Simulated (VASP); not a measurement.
VASP runs on Sb₂Se₃ (space group Pnma) share one base input (PBE GGA, plane waves, VASP's PBE PAW potentials (set 64)) and change the settings named in each case.

**INCAR**
```
# general
SYSTEM =Sb2Se3
PREC   =Accurate
ENCUT  =300
LREAL  =Auto   # projection in real space or not
LASPH  =.TRUE.   # aspherical one-centre terms

# electronic loop
EDIFF  =1E-6
NELM   =100
ALGO   =Normal   # blocked Davidson
LMAXMIX=4   # l cut-off of mixed one-centre charges

# smearing
ISMEAR =0   # Gaussian
SIGMA  =0.01   # width (eV)

# functional
GGA    =PE   # PBE

# ions
ISIF   =2

# output
LWAVE  =.FALSE.
LCHARG =.FALSE.
```

File POSCAR:
```
Sb2Se3
1
   12.6488700000     0.0000000000     0.0000000000
    0.0000000000     4.0943960000     0.0000000000
    0.0000000000     0.0000000000    11.9853860000
Sb Se
8 12
Direct
  0.1403200000   0.7500000000   0.0380900000
  0.8596800000   0.2500000000   0.9619100000
  0.3596800000   0.2500000000   0.5380900000
  0.6403200000   0.7500000000   0.4619100000
  0.0338100000   0.2500000000   0.3295900000
  0.9661900000   0.7500000000   0.6704100000
  0.4661900000   0.7500000000   0.8295900000
  0.5338100000   0.2500000000   0.1704100000
  0.9483500000   0.7500000000   0.1275300000
  0.0516500000   0.2500000000   0.8724700000
  0.5516500000   0.2500000000   0.6275300000
  0.4483500000   0.7500000000   0.3724700000
  0.2053300000   0.2500000000   0.1921000000
  0.7946700000   0.7500000000   0.8079000000
  0.2946700000   0.7500000000   0.6921000000
  0.7053300000   0.2500000000   0.3079000000
  0.6273500000   0.7500000000   0.0541000000
  0.3726500000   0.2500000000   0.9459000000
  0.8726500000   0.2500000000   0.5541000000
  0.1273500000   0.7500000000   0.4459000000
```

**KPOINTS**
```
Regular mesh
0
Gamma
1 3 1
```

POTCAR, in this order: Sb Se (PBE.64 set). Program: vasp_std.

```json
[
 {"change": "base run", "E(σ→0) (eV/atom)": "-4.0098", "pressure (GPa)": "-2.20", "largest force (eV/Å)": "0.431"},
 {"change": "ENCUT = 120", "E(σ→0) (eV/atom)": "-4.0318", "pressure (GPa)": "-8.16", "largest force (eV/Å)": "0.302"},
 {"change": "ENCUT = 150", "E(σ→0) (eV/atom)": "-4.0015", "pressure (GPa)": "-4.75", "largest force (eV/Å)": "0.381"},
 {"change": "ENCUT = 180", "E(σ→0) (eV/atom)": "-4.0043", "pressure (GPa)": "-3.27", "largest force (eV/Å)": "0.414"},
 {"change": "ENCUT = 210", "E(σ→0) (eV/atom)": "-4.0075", "pressure (GPa)": "-2.60", "largest force (eV/Å)": "0.420"},
 {"change": "ENCUT = 240", "E(σ→0) (eV/atom)": "-4.0091", "pressure (GPa)": "-2.32", "largest force (eV/Å)": "0.426"},
 {"change": "ENCUT = 270", "E(σ→0) (eV/atom)": "-4.0095", "pressure (GPa)": "-2.22", "largest force (eV/Å)": "0.428"},
 {"change": "ENCUT = 345", "E(σ→0) (eV/atom)": "-4.0098", "pressure (GPa)": "-2.21", "largest force (eV/Å)": "0.429"},
 {"change": "ENCUT = 390", "E(σ→0) (eV/atom)": "-4.0096", "pressure (GPa)": "-2.22", "largest force (eV/Å)": "0.428"},
 {"change": "ENCUT = 450", "E(σ→0) (eV/atom)": "-4.0096", "pressure (GPa)": "-2.20", "largest force (eV/Å)": "0.428"},
 {"change": "ENCUT = 525", "E(σ→0) (eV/atom)": "-4.0098", "pressure (GPa)": "-2.19", "largest force (eV/Å)": "0.429"},
 {"change": "ENCUT = 600", "E(σ→0) (eV/atom)": "-4.0102", "pressure (GPa)": "-2.19", "largest force (eV/Å)": "0.439"},
 {"change": "KPOINTS 1×1×1 Γ-centred mesh", "E(σ→0) (eV/atom)": "-2.8760", "pressure (GPa)": "[?]", "largest force (eV/Å)": "[?]"}
]
```

What belongs in the gaps?

- KPOINTS 1×1×1 Γ-centred mesh, pressure (GPa): 5.94
- KPOINTS 1×1×1 Γ-centred mesh, largest force (eV/Å): 0.558

Energies of different potentials or functionals have different zeros. Unless said otherwise, spin-orbit coupling is left out, though it shifts the bands of the heavy elements here.

Left out are runs that ran out of time, are held back, or changed the cell or the kind of run, fixed moments of cells without a moment, rows past the twelfth, gaps on odd meshes, pressures of charged cells and columns that move by less than the noise.

The structure comes from a computed database's Sb2Se3 entry; how it stands against other phases isn't given here. The cell was not relaxed at this level, forces remain on its atoms, its lattice was scaled by up to 2.5 %.
